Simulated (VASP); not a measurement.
Given:

```
CELL_PARAMETERS angstrom
      0.00000     2.70078     2.70078
      2.70078     0.00000     2.70078
      2.70078     2.70078     0.00000
ATOMIC_POSITIONS crystal
  In 0.00000 0.00000 0.00000
  P  0.25000 0.25000 0.25000
```

The numbers are results of PBEsol GGA, VASP's PBE PAW potentials (set 64) (plane waves; VASP), not measurements. Run with 500 eV cut-off, 8×8×8 Γ-centred mesh, Gaussian smearing of 0.050 eV, potentials In_d P.

Unless said otherwise, spin-orbit coupling is left out, though it shifts the bands of the heavy elements here.

What does the run give for the energy per atom (σ→0), pressure, band gap (on the k-mesh) with the smallest direct gap where there is one?

```json
{
 "band gap (on the k-mesh)": "1.11 eV",
 "smallest direct gap (on the k-mesh)": "1.85 eV",
 "energy per atom (σ→0)": "-4.153 eV/atom",
 "pressure": "29.96 GPa"
}
```

Only differences to runs with the same potentials and settings are physical.

The structure was generated: InP was put into the zinc blende type (F-43m), which need not be its known phase. It was relaxed first under an external pressure of 30 GPa.
